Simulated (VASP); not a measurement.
## BaHfO3: stress against strain

BaHfO3 (cubic perovskite, Pm-3m, 14.345 Å³/atom and stress up to 0.18 GPa in the relaxed cell, cube axes along x, y and z) under an equal strain ε along x and y, with z held. PBEsol in VASP (plane waves, PAW), 600 eV, 8×8×8 Γ-centred mesh, Gaussian smearing 0.05 eV; ions are relaxed, or left where forces stay under 0.02 eV/Å, within the symmetry of each cell. Stress is positive for a compressed cell.

Here s stands for strain and y for stress xx.

```csv
strain (%),stress xx (GPa)
-3.00,?
-1.50,6.96
-1.00,4.43
-0.50,2.06
0.00,-0.18
0.50,-2.28
1.00,-4.25
1.50,-6.10
```

The 7 complete rows are fitted with a straight line, y against s. Means: s 0, y 0.091. About the means, the sum of products is -30.440 and the sum of squares of s is 7.0000; the slope is their ratio. Least squares gives y = 0.091 - 4.3486·s. Residuals (row less fit): 0.346, -0.010, -0.205, -0.271, -0.197, 0.008, 0.332; standard error 0.277 (degrees of freedom: 5). The slope gives the elastic constants C11 + C12 = 435 ± 10 GPa (± standard error of the fit, which holds the terms cut off).

Task: Estimate the missing y (s = -3.00); what did the run itself give?

Result: y = 0.091 - 4.3486 × (-3.0) = 13.137 GPa. The calculation gives 15.55 GPa, 2.413 GPa above the prediction (11.1 % of the range of y in the table). The row lies outside the fitted rows, so this is an extrapolation. From the scatter of the fitted rows alone, a prediction at this place has a standard error of 0.432 GPa, so the miss is 5.6 times that.

A polynomial of degree 2 through the 12 other runs of the series gives 15.37 there, so most of the miss is curvature that the fit leaves out. The primitive cell can neither tilt nor turn polar against its symmetry, as such crystals can under strain. Rows are the converged runs of the series near zero and its far end, less any whose ions stayed unrelaxed beside relaxed ones; series whose fitted rows scatter by over a few per cent of the range, as at a crossing or softening among them, aren't shown in this form. Most that stay on the fit to the last digits aren't either.
